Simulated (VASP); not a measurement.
Data:

```yaml
crystal:
  lattice:
    - [1.59067, -2.75513, 0.00000]
    - [1.59067, 2.75513, 0.00000]
    - [0.00000, 0.00000, 13.03682]
  atoms:
    - { symbol: W, position: [0.33333, 0.66667, 0.25000] }
    - { symbol: W, position: [0.66667, 0.33333, 0.75000] }
    - { symbol: S, position: [0.33333, 0.66667, 0.86974] }
    - { symbol: S, position: [0.66667, 0.33333, 0.36974] }
    - { symbol: S, position: [0.66667, 0.33333, 0.13026] }
    - { symbol: S, position: [0.33333, 0.66667, 0.63026] }
```

These are r2SCAN meta-GGA, VASP's PBE PAW potentials (set 64) (plane waves; VASP) values and carry that method's errors. Numerical set-up: 520 eV cut-off, 7×7×2 Γ-centred mesh, Gaussian smearing of 0.050 eV, potentials W_sv S.

### Question
Estimate the energy per atom (σ→0).

### Answer

```
Item                             Value
---------------------  ---------------
energy per atom (σ→0)  -23.361 eV/atom
```

Total energies compare only between runs with the same potentials, cut-off and functional.

The compound is WS2 in the 2H layered structure. It was relaxed first, which changed the volume by +8 %. The start is the result of an earlier pass.
